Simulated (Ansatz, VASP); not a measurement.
## Si54N71 (V_N1): VASP beside Ansatz

Aim: how closely do two programs agree when they are given the same cell, functional and k mesh? Of the first pair: The structure shown is the start of the Ansatz relaxation below; VASP solves that cell, so the two are compared at the walk's first step.

Program: Ansatz 0.2.0. Level of theory: plane waves, with VASP 6.6.1 beside it; single point at PBEsol. Results are calculated unless marked as measured.

### 1. Set-up

The cell holds 125 atoms: 54 Si and 71 N. Cell: a = 13.008 Å, b = 13.008 Å, c = 8.600 Å, α = 90.0°, β = 90.0°, γ = 120.0°. It derives from Si3N4 (Si3N4 (P6_3/m)). Nearest the centre at fractional (0.576, 0.453, 0.583): Si53 at 1.67 Å, Si32 at 1.75 Å, Si35 at 1.76 Å, N80 at 2.73 Å, N115 at 2.77 Å, N122 at 2.78 Å, N99 at 2.78 Å, N84 at 2.82 Å. The cell carries charge +1.

### 2. Ansatz: relaxation, PBEsol

Ansatz runs on its PAW soft_1 files.

The two programs are compared at the cell with which this relaxation starts, whose forces are those of its first step.

input.yaml

```yaml
crystal:
  lattice:
    - [11.26513559, 6.50392907, 0.0]
    - [-11.26513559, 6.50392907, 0.0]
    - [0.0, 0.0, 2.86660194]
  atoms:
    - { symbol: Si, position: [0.01950046, 0.80655545, 0.75] }
    - { symbol: Si, position: [0.3528338, 0.47322211, 0.75] }
    - { symbol: Si, position: [0.68616713, 0.13988878, 0.75] }
    - { symbol: Si, position: [0.21294502, 0.01950046, 0.25] }
    - { symbol: Si, position: [0.54627835, 0.68616713, 0.25] }
    - { symbol: Si, position: [0.87961168, 0.3528338, 0.25] }
    - { symbol: Si, position: [0.13988878, 0.45372165, 0.25] }
    - { symbol: Si, position: [0.47322211, 0.12038832, 0.25] }
    - { symbol: Si, position: [0.80655545, 0.78705498, 0.25] }
    - { symbol: Si, position: [0.19344455, 0.21294502, 0.75] }
    - { symbol: Si, position: [0.52677789, 0.87961168, 0.75] }
    - { symbol: Si, position: [0.86011122, 0.54627835, 0.75] }
    - { symbol: Si, position: [0.12038832, 0.6471662, 0.75] }
    - { symbol: Si, position: [0.45372165, 0.31383287, 0.75] }
    - { symbol: Si, position: [0.78705498, 0.98049954, 0.75] }
    - { symbol: Si, position: [0.31383287, 0.86011122, 0.25] }
    - { symbol: Si, position: [0.6471662, 0.52677789, 0.25] }
    - { symbol: Si, position: [0.98049954, 0.19344455, 0.25] }
    - { symbol: "N", position: [0.0, 0.66666667, 0.75] }
    - { symbol: "N", position: [0.33333333, 0.33333333, 0.75] }
    - { symbol: "N", position: [0.66666667, 0.0, 0.75] }
    - { symbol: "N", position: [0.0, 0.33333333, 0.25] }
    - { symbol: "N", position: [0.33333333, 0.0, 0.25] }
    - { symbol: "N", position: [0.66666667, 0.66666667, 0.25] }
    - { symbol: "N", position: [0.21345843, 0.45653274, 0.75] }
    - { symbol: "N", position: [0.54679176, 0.12319941, 0.75] }
    - { symbol: "N", position: [0.8801251, 0.78986608, 0.75] }
    - { symbol: "N", position: [0.09025902, 0.8801251, 0.25] }
    - { symbol: "N", position: [0.42359235, 0.54679176, 0.25] }
    - { symbol: "N", position: [0.75692569, 0.21345843, 0.25] }
    - { symbol: "N", position: [0.12319941, 0.57640765, 0.25] }
    - { symbol: "N", position: [0.45653274, 0.24307431, 0.25] }
    - { symbol: "N", position: [0.78986608, 0.90974098, 0.25] }
    - { symbol: "N", position: [0.21013392, 0.09025902, 0.75] }
    - { symbol: "N", position: [0.54346726, 0.75692569, 0.75] }
    - { symbol: "N", position: [0.87680059, 0.42359235, 0.75] }
    - { symbol: "N", position: [0.1198749, 0.21013392, 0.25] }
    - { symbol: "N", position: [0.45320824, 0.87680059, 0.25] }
    - { symbol: "N", position: [0.78654157, 0.54346726, 0.25] }
    - { symbol: "N", position: [0.24307431, 0.78654157, 0.75] }
    - { symbol: "N", position: [0.57640765, 0.45320824, 0.75] }
    - { symbol: "N", position: [0.90974098, 0.1198749, 0.75] }
  supercell: [1, 1, 3]
  defects: [{ vacancy: 82 }]
total_charge: 1
basis:
  ecutwfc: 420
  xc_grid: 2
hamiltonian:
  xc: pbesol
  pseudopotentials: { kind: paw, azcp: { folder: soft_1 }, xc_functional: pbe }
kpoints:
  mp_grid: { grid: [1, 1, 1], shift: [0.25, 0.25, 0.25] }
scf:
  occupations: { method: fixed }
  max_iter: 60
output:
  forces: true
  charged_corrections: { epsilon: [4.29, 4.29, 4.37], static_epsilon: [8.29, 8.29, 8.25] }
relax:
  f_tol: 0.02
  max_steps: 80
  random_displacement: { amplitude: 0.05, seed: 2988 }
checkpoint:
  write: "../qp1.relax.run"
  compress: false
  write_wavefunctions: true
  write_every: 100000
```

Launch:

```sh
$ ansatz run input.yaml --threads 4 --pin off --max-ram 15073MiB --backend cpu --events-out ev --progress --plain --runs-dir out
```

Numbers of over 12 decimals in the logs are rounded to 6 here.

Log:

```text
Engine: ansatz 0.2.0, aarch64-unknown-linux-gnu
Pseudopotentials: kind: paw
Pseudopotential: Si, paw, valence charge 4, recommended cutoff 420 eV (normal), soft_1/Si.paw.azcp
Pseudopotential: N, paw, valence charge 5, recommended cutoff 420 eV (normal), soft_1/N.paw.azcp
Functional definition: PBEsol
  exchange = pbesol_x
  correlation = pbesol_c
Crystal: 125 atoms, lattice volume = 1260.175 Å³
Basis set: ecut = 420 eV, 24581 PW (Γ), exchange–correlation on 180×180×120 points (8 copies of the dense FFT grid, shifted against one another)
Bands: 410, of which v1, the nominal top of the filled ones, is band 285 counted from 1 (284 counted from 0)
Symmetry: 1 space group operations
k-points: 1
Non-local potential: Si, projectors of the file, l = 0: 2, l = 1: 2, l = 2: 1
Non-local potential: N, projectors of the file, l = 0: 2, l = 1: 2, l = 2: 1
PAW form: soft (Blöchl's): semilocal exchange-correlation on the pseudo side does not see the compensation charge
PAW frozen core: Si, regenerated for the run's functional, and the local potential with it (the file was generated under x = pbe(κ = 0.804, μ = 0.219515), c = pbe(β = 0.066725))
PAW frozen core: N, regenerated for the run's functional, and the local potential with it (the file was generated under x = pbe(κ = 0.804, μ = 0.219515), c = pbe(β = 0.066725))
PAW one-centre angular grid: Si, 110 points (default); XC on 64 Gauss nodes
PAW one-centre angular grid: N, 110 points (default); XC on 64 Gauss nodes
Initial density: superposition of atomic densities (chi_scale 0.1, normalization cell, long waves kept (reshape's long-wave potential 0.19 eV rms))
Initial wavefunctions: pseudopotential atomic-orbital guess
Functional: x = pbesol(κ = 0.804, μ = 0.123457), c = pbesol(β = 0.046)
SCF iter   1: F=—  HF=-60689.711154 eV  |F-HF|=—  |Δ(HF+E_count)|=         —  Δρ=1.59e-1  dr2=3.28e2  ethr=3.10e-3  ⟨swp⟩=6.0  Hψ=1628  notcnv=0  defer=123
preconditioner: auto → Resta (q_TF=auto, 2.390 Å⁻¹)  ε∞=3.5  [insulator: Δε(μ)=3.995 eV  Ē_g=15.791 eV  n_scr=270 (ndim 8)  ℏωp=25.0 eV  f_vac=0.007  ε∞_Penn≈3.5]
SCF iter   2: F=—  HF=-60587.887785 eV  |F-HF|=—  |Δ(HF+E_count)|=    1.02e2  Δρ=5.03e-2  dr2=1.90e1  ethr=3.10e-3  ⟨swp⟩=4.0  Hψ=927  notcnv=0  defer=123
SCF iter   3: F=—  HF=-60584.024508 eV  |F-HF|=—  |Δ(HF+E_count)|=    3.86e0  Δρ=2.44e-2  dr2=4.18e0  ethr=3.10e-3  ⟨swp⟩=1.0  Hψ=291  notcnv=0  defer=123
SCF iter   4: F=—  HF=-60583.346908 eV  |F-HF|=—  |Δ(HF+E_count)|=   6.78e-1  Δρ=2.70e-3  dr2=9.56e-2  ethr=7.34e-4  ⟨swp⟩=3.0  Hψ=577  notcnv=0  defer=123
SCF iter   5: F=—  HF=-60583.370166 eV  |F-HF|=—  |Δ(HF+E_count)|=   2.33e-2  Δρ=1.42e-3  dr2=2.88e-2  ethr=1.68e-5  ⟨swp⟩=3.0  Hψ=577  notcnv=0  defer=123
SCF iter   6: F=—  HF=-60583.379450 eV  |F-HF|=—  |Δ(HF+E_count)|=   9.28e-3  Δρ=3.87e-4  dr2=2.26e-3  ethr=5.05e-6  ⟨swp⟩=2.0  Hψ=554  notcnv=0  defer=123
SCF iter   7: F=—  HF=-60583.380494 eV  |F-HF|=—  |Δ(HF+E_count)|=   1.04e-3  Δρ=1.41e-4  dr2=3.55e-4  ethr=3.97e-7  ⟨swp⟩=2.0  Hψ=622  notcnv=0  defer=123
SCF iter   8: F=—  HF=-60583.380974 eV  |F-HF|=—  |Δ(HF+E_count)|=   4.81e-4  Δρ=9.99e-5  dr2=1.30e-4  ethr=6.23e-8  ⟨swp⟩=2.0  Hψ=576  notcnv=0  defer=123
SCF iter   9: F=-60583.381000 eV  HF=-60583.380996 eV  |F-HF|=3.96e-6  |Δ(HF+E_count)|=   2.13e-5  Δρ=1.85e-5  dr2=4.65e-6  ethr=1.75e-9  ⟨swp⟩=3.0  Hψ=1488  notcnv=0
SCF 1 converged in 9 iterations: F = -60583.381000 eV  dr2 = 4.65e-6
  greatest PAW one-centre occupation: 0.803 electrons in one spin orbital (limit 2), on the N atom at site 60 (counted from 0), in its partial waves of l = 0
relax step   1: F+E_penalty+E_count = -60583.38099968 eV  Δ(F+E_penalty+E_count) = +0.000e0 eV  max|allowed force component| = 4.306e0 eV/Å  Δτ_max = 0.0000 Å  (9 SCF iters, dr2 threshold 1.00e-5 eV, accepted)
Initial density: handed on by an earlier stage of this run
Initial wavefunctions: those handed on with the density
iter 1 solved again at ethr=1.30e-4 eV; its pass at ethr=3.10e-3 eV (dr2=7.41e-1 eV) is discarded
SCF iter   1: F=—  HF=-60587.293272 eV  |F-HF|=—  |Δ(HF+E_count)|=         —  Δρ=7.47e-3  dr2=7.65e-1  ethr=1.30e-4  ⟨swp⟩=1.0  Hψ=1340  notcnv=0  defer=123
preconditioner: auto → Resta (q_TF=auto, 2.390 Å⁻¹)  ε∞=4.0  [insulator: Δε(μ)=1.969 eV  Ē_g=14.478 eV  n_scr=270 (ndim 8)  ℏωp=25.0 eV  f_vac=0.033  ε∞_Penn≈4.0]
SCF iter   2: F=—  HF=-60587.079003 eV  |F-HF|=—  |Δ(HF+E_count)|=   2.14e-1  Δρ=3.35e-3  dr2=1.46e-1  ethr=1.30e-4  ⟨swp⟩=3.0  Hψ=507  notcnv=0  defer=123
SCF iter   3: F=—  HF=-60587.032229 eV  |F-HF|=—  |Δ(HF+E_count)|=   4.68e-2  Δρ=1.12e-3  dr2=1.21e-2  ethr=2.56e-5  ⟨swp⟩=3.0  Hψ=508  notcnv=0  defer=123
SCF iter   4: F=—  HF=-60587.028755 eV  |F-HF|=—  |Δ(HF+E_count)|=   3.47e-3  Δρ=2.82e-4  dr2=1.14e-3  ethr=2.12e-6  ⟨swp⟩=2.0  Hψ=672  notcnv=0  defer=123
[...]
- { symbol: N, position: [-0.00248502, 0.665370, 0.251212] }
    - { symbol: N, position: [0.333621, 0.333018, 0.250154] }
    - { symbol: N, position: [0.666989, -0.000218122, 0.249702] }
    - { symbol: N, position: [0.00100533, 0.333761, 0.082912] }
    - { symbol: N, position: [0.333460, 1.6128851471647332e-5, 0.082973] }
    - { symbol: N, position: [0.666394, 0.667688, 0.082993] }
    - { symbol: N, position: [0.215992, 0.457602, 0.249711] }
    - { symbol: N, position: [0.548991, 0.123081, 0.249465] }
    - { symbol: N, position: [0.879592, 0.787078, 0.250061] }
    - { symbol: N, position: [0.090650, 0.881296, 0.082953] }
    - { symbol: N, position: [0.426073, 0.547490, 0.082975] }
    - { symbol: N, position: [0.759902, 0.214300, 0.082980] }
    - { symbol: N, position: [0.122129, 0.575157, 0.082970] }
    - { symbol: N, position: [0.457644, 0.241947, 0.082981] }
    - { symbol: N, position: [0.790064, 0.908401, 0.082962] }
    - { symbol: N, position: [0.212127, 0.092717, 0.249590] }
    - { symbol: N, position: [0.543474, 0.758575, 0.249834] }
    - { symbol: N, position: [0.877093, 0.424714, 0.249815] }
    - { symbol: N, position: [0.119262, 0.210991, 0.082953] }
    - { symbol: N, position: [0.451459, 0.876868, 0.082983] }
    - { symbol: N, position: [0.782877, 0.541663, 0.082945] }
    - { symbol: N, position: [0.239819, 0.786005, 0.249923] }
    - { symbol: N, position: [0.573449, 0.453053, 0.250658] }
    - { symbol: N, position: [0.909318, 0.118307, 0.250136] }
    - { symbol: Si, position: [0.021485, 0.807303, 0.582942] }
    - { symbol: Si, position: [0.354834, 0.476619, 0.582962] }
    - { symbol: Si, position: [0.689775, 0.140580, 0.582996] }
    - { symbol: Si, position: [0.214120, 0.021761, 0.416294] }
    - { symbol: Si, position: [0.546704, 0.688888, 0.416448] }
    - { symbol: Si, position: [0.881547, 0.354324, 0.416167] }
    - { symbol: Si, position: [0.141088, 0.453276, 0.415879] }
    - { symbol: Si, position: [0.476361, 0.119743, 0.416697] }
    - { symbol: Si, position: [0.807305, 0.785399, 0.416931] }
    - { symbol: Si, position: [0.195462, 0.215972, 0.582951] }
    - { symbol: Si, position: [0.525470, 0.881418, 0.582987] }
    - { symbol: Si, position: [0.859554, 0.545818, 0.582980] }
    - { symbol: Si, position: [0.119585, 0.645724, 0.582966] }
    - { symbol: Si, position: [0.454999, 0.313574, 0.583087] }
    - { symbol: Si, position: [0.786118, 0.978009, 0.582969] }
    - { symbol: Si, position: [0.311681, 0.860351, 0.416028] }
    - { symbol: Si, position: [0.642682, 0.524505, 0.419296] }
    - { symbol: Si, position: [0.979752, 0.192571, 0.416657] }
[...]
- { symbol: Si, position: [0.020650, 0.806972, 0.916000] }
    - { symbol: Si, position: [0.355156, 0.473841, 0.916572] }
    - { symbol: Si, position: [0.689168, 0.140757, 0.916456] }
    - { symbol: Si, position: [0.214125, 0.021754, 0.749566] }
    - { symbol: Si, position: [0.546722, 0.688864, 0.749486] }
    - { symbol: Si, position: [0.881552, 0.354341, 0.749756] }
[...]
- { symbol: Si, position: [0.525847, 0.881220, 0.916298] }
    - { symbol: Si, position: [0.856814, 0.545137, 0.915954] }
    - { symbol: Si, position: [0.118186, 0.645150, 0.915987] }
    - { symbol: Si, position: [0.452968, 0.312346, 0.917239] }
    - { symbol: Si, position: [0.786476, 0.978583, 0.916170] }
    - { symbol: Si, position: [0.311670, 0.860343, 0.749915] }
    - { symbol: Si, position: [0.642513, 0.524381, 0.746412] }
    - { symbol: Si, position: [0.979752, 0.192558, 0.749226] }
[...]
- { symbol: N, position: [0.543462, 0.758565, 0.916082] }
    - { symbol: N, position: [0.877073, 0.424728, 0.916088] }
    - { symbol: N, position: [0.121108, 0.212558, 0.748801] }
    - { symbol: N, position: [0.451659, 0.877889, 0.749854] }
    - { symbol: N, position: [0.780213, 0.537717, 0.746619] }
    - { symbol: N, position: [0.239804, 0.785995, 0.916020] }
    - { symbol: N, position: [0.573470, 0.453071, 0.915248] }
    - { symbol: N, position: [0.909324, 0.118300, 0.915742] }
```

### 3. VASP: single point, PBEsol, start cell, pair 1

The same cell, functional and mesh now go to VASP, with its own data sets.

Lines of VASP's logs that name or quote its potential files are left out, and so is its time.

INCAR

```
SYSTEM = Si54N71
PREC = Accurate
ENCUT = 520
EDIFF = 1E-06
NELM = 120
ISMEAR = 0
SIGMA = 0.01
LREAL = Auto
ALGO = Normal
GGA = PS
NELECT = 570
NBANDS = 384
LORBIT = 11
LWAVE = .FALSE.
LCHARG = .FALSE.
ISIF = 2
ISYM = 0
LASPH = .TRUE.
GGA_COMPAT = .FALSE.
EFERMI = MIDGAP
NCORE = 4
```

POSCAR

```
Si54N71
1.0
   11.2651355940      6.5039290676      0.0000000000
  -11.2651355940      6.5039290676      0.0000000000
    0.0000000000      0.0000000000      8.5998058177
Si N
54 71
Direct
    0.0233813754      0.8068978210      0.2485452632
    0.3489207126      0.4694641352      0.2503236754
[... 9 atom lines left out ...]
    0.8633051430      0.5454268565      0.2516074253
[... 1 atom line left out ...]
    0.4521298302      0.3140009114      0.2447722710
[... 2 atom lines left out ...]
    0.6514717315      0.5280844906      0.0839306160
[... 2 atom lines left out ...]
    0.3537866590      0.4701417609      0.5815160372
[... 2 atom lines left out ...]
    0.5467700918      0.6827139504      0.4181102546
    0.8801489054      0.3568382936      0.4178401322
[... 1 atom line left out ...]
    0.4693529127      0.1175383280      0.4191562085
    0.8095176932      0.7860678201      0.4144738934
    0.1977692141      0.2144897408      0.5842494710
[... 1 atom line left out ...]
    0.8632217869      0.5504616811      0.5821504702
[... 1 atom line left out ...]
    0.4519881484      0.3098264330      0.5858019480
[... 2 atom lines left out ...]
    0.6504345680      0.5289509881      0.4128183909
[... 2 atom lines left out ...]
    0.3511230018      0.4709094872      0.9215577849
[... 2 atom lines left out ...]
    0.5495700791      0.6902790823      0.7511389370
    0.8791478952      0.3556852213      0.7534181745
[... 1 atom line left out ...]
    0.4699171041      0.1208041292      0.7522964050
    0.8072749990      0.7839997354      0.7475033898
[... 2 atom lines left out ...]
    0.8626867350      0.5505008789      0.9150186838
[... 1 atom line left out ...]
    0.4555017346      0.3112700042      0.9177099073
[... 2 atom lines left out ...]
    0.6461172201      0.5239036889      0.7456086958
[... 2 atom lines left out ...]
    0.3361615896      0.3318381618      0.2491557421
[... 3 atom lines left out ...]
    0.6661685611      0.6632069456      0.0864626499
[... 7 atom lines left out ...]
    0.4555167650      0.2388408999      0.0828047767
[... 6 atom lines left out ...]
    0.7851229369      0.5397674348      0.0864781154
[... 1 atom line left out ...]
    0.5798919192      0.4569293514      0.2520030156
[... 1 atom line left out ...]
    0.0024939781      0.6651269254      0.5810174213
    0.3345828140      0.3376099413      0.5825504792
[... 3 atom lines left out ...]
    0.6684666113      0.6662203002      0.4117577856
    0.2157554058      0.4606088279      0.5856006643
    0.5477495683      0.1254922452      0.5883033998
    0.8827705708      0.7932889137      0.5799121638
[... 1 atom line left out ...]
    0.4246190277      0.5440711186      0.4195069140
[... 2 atom lines left out ...]
    0.4539536672      0.2389993083      0.4145129641
[... 1 atom line left out ...]
    0.2110690098      0.0904333558      0.5889995783
    0.5396479018      0.7541980046      0.5860242786
    0.8811274248      0.4254111170      0.5845197097
[... 2 atom lines left out ...]
    0.7875245855      0.5477003085      0.4163254469
[... 3 atom lines left out ...]
    0.3322141479      0.3360569778      0.9193108737
[... 3 atom lines left out ...]
    0.6702655491      0.6705327452      0.7486553925
[... 4 atom lines left out ...]
    0.4214305706      0.5489304119      0.7514384786
    0.7534705460      0.2129634256      0.7468626776
[... 1 atom line left out ...]
    0.4584940267      0.2452647247      0.7548841378
[... 6 atom lines left out ...]
    0.7883301996      0.5420231776      0.7460245192
[... 1 atom line left out ...]
    0.5799626556      0.4561501202      0.9136640020
    0.9122079850      0.1226295617      0.9124161832
```

KPOINTS

```
Points of the shifted mesh
1
Reciprocal
 0.2500000000  0.2500000000  0.2500000000 1
```

Potentials, in the order of the species: Si and N (PBE family, release 64).

Launch:

```sh
$ mpirun -np 16 vasp_std
```

Log:

```text
[banner, memory and clock lines left out]
running   16 mpi-ranks, on    1 nodes
[...]
|                                                                             |
|               ----> ADVICE to this user running VASP <----                  |
|                                                                             |
|     You enforced a specific xc type in the INCAR file but a different       |
|     [... a line on the potential file left out ...]
|     I HOPE YOU KNOW WHAT YOU ARE DOING!                                     |
|                                                                             |

 LDA part: xc-table for (Slater+PW92), standard interpolation
 POSCAR, INCAR and KPOINTS ok, starting setup
[...]
entering main loop
       N       E                     dE             d eps       ncg     rms          rms(c)
DAV:   1     0.266154464687E+04    0.26615E+04   -0.28496E+05   776   0.139E+03
DAV:   2    -0.961569162571E+03   -0.36231E+04   -0.34755E+04   936   0.301E+02
DAV:   3    -0.121603087880E+04   -0.25446E+03   -0.25238E+03   936   0.814E+01
DAV:   4    -0.122133582506E+04   -0.53049E+01   -0.52842E+01   968   0.121E+01
DAV:   5    -0.122146297099E+04   -0.12715E+00   -0.12693E+00   928   0.181E+00BRMIX: very serious problems
 the old and the new charge density differ
 old charge density:   571.00000 new  570.00000
    0.913E+01
DAV:   6    -0.107469420023E+04    0.14677E+03   -0.51212E+02   888   0.314E+01    0.422E+01
DAV:   7    -0.107175310188E+04    0.29411E+01   -0.29731E+01   936   0.799E+00    0.189E+01
DAV:   8    -0.107079530248E+04    0.95780E+00   -0.24324E+00   912   0.271E+00    0.675E+00
DAV:   9    -0.107064436112E+04    0.15094E+00   -0.44762E-01   952   0.121E+00    0.108E+00
[...]
DAV:  16    -0.107065960886E+04   -0.15744E-04   -0.21660E-05   920   0.757E-03    0.658E-03
DAV:  17    -0.107065961036E+04   -0.15025E-05   -0.28247E-06   720   0.325E-03    0.550E-03
DAV:  18    -0.107065961090E+04   -0.53726E-06   -0.11666E-06   616   0.182E-03
   1 F= -.10706596E+04 E0= -.10706596E+04  d E =0.000000E+00
```

OUTCAR, selected parts (step 3):

```text
  FREE ENERGIE OF THE ION-ELECTRON SYSTEM (eV)
  ---------------------------------------------------
  free  energy   TOTEN  =     -1070.6596108978 eV

  energy  without entropy=    -1070.6596108978  energy(sigma->0) =    -1070.65961090
```

The cell is charged against a uniform background.

The run ends at a pressure of 11.97 GPa, with forces up to 5.1 eV/Å.

### 4. Side by side

Known differences besides the potentials themselves: fixed occupations in Ansatz, narrow Gaussian smearing in VASP; the cutoff is 420 eV in Ansatz and 520 eV in VASP (PREC = Accurate, projectors in real space); Ansatz makes its cores anew for this functional, VASP keeps those of its PBE data sets. Total energies have different zeros and are not compared.

Forces on 10 of the 125 atoms, those with the largest forces and the largest differences (eV/Å; atoms numbered as in POSCAR):

```csv
atom,"Ansatz x, y, z","VASP x, y, z"
Si20,"-3.550, 2.278, 1.806","-3.568, 2.269, 1.808"
Si45,"-2.233, 2.387, -0.640","-2.238, 2.404, -0.645"
Si50,"-3.191, 1.022, 1.351","-3.203, 1.030, 1.358"
Si51,"-2.612, 0.961, -4.306","-2.617, 0.976, -4.313"
N63,"2.093, 1.346, -0.637","2.121, 1.364, -0.639"
N77,"0.455, -2.500, -0.615","0.459, -2.536, -0.635"
N79,"-3.537, -0.533, 0.172","-3.555, -0.521, 0.171"
N80,"3.601, -0.692, 0.162","3.594, -0.688, 0.163"
N103,"3.546, -1.084, -0.316","3.559, -1.089, -0.317"
N124,"0.434, -1.612, 0.563","0.436, -1.639, 0.591"
```

The forces differ by 10 meV/Å r.m.s., which is 0.8 % of the r.m.s. force of 1.266 eV/Å (both taken over all components). The cell carries a charge of +1 e against a uniform background, so its pressure also hangs on how the neutralising background is counted, and in a defect's cell a gap may be the spacing between its levels.

(Continued in part 2 of 3.)

[Lines on the potential files, build, host, timing and source positions are cut from VASP's logs without a mark.]

[Logs are printed without paths, hosts, clocks, repeated set-up lines and the standing remarks that a program may print on its own settings, such as how far it seeks lower states.]

[Hosts, paths, dates, database ids (printed as entryN), source tags and the programs' standing remarks are cut or masked in the printed files.]
